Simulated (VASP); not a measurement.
The system is MoS2.

```xyz
6
Lattice="3.1488 0.0000 0.0000 -1.5744 2.7269 0.0000 0.0000 0.0000 12.0885" Properties=species:S:1:pos:R:3 pbc="T T T"
Mo    0.0000    1.8179    3.0221
Mo    1.5744    0.9090    9.0664
S     0.0000    1.8179    7.5012
S     1.5744    0.9090    1.4570
S     0.0000    1.8179   10.6315
S     1.5744    0.9090    4.5873
```

Base run:

- Program: VASP 6.6.1
- Functional: r2SCAN
- Potentials or basis: VASP PAW PBE potentials, release 64 (Mo_sv, S)
- Cutoff: 520 eV
- k mesh: 12 × 12 × 3
- Occupations: gaussian, width 0.03 eV
- Spin: no spin polarisation

Its results: band gap on the k mesh 0.90 eV, indirect (least direct gap 1.82 eV).

**Question.** The run is repeated on the same cell with these changes: functional from r2SCAN to TB-mBJ. What comes out?

**Answer.** Band gap on the k mesh 1.04 eV, indirect (least direct gap 1.72 eV).
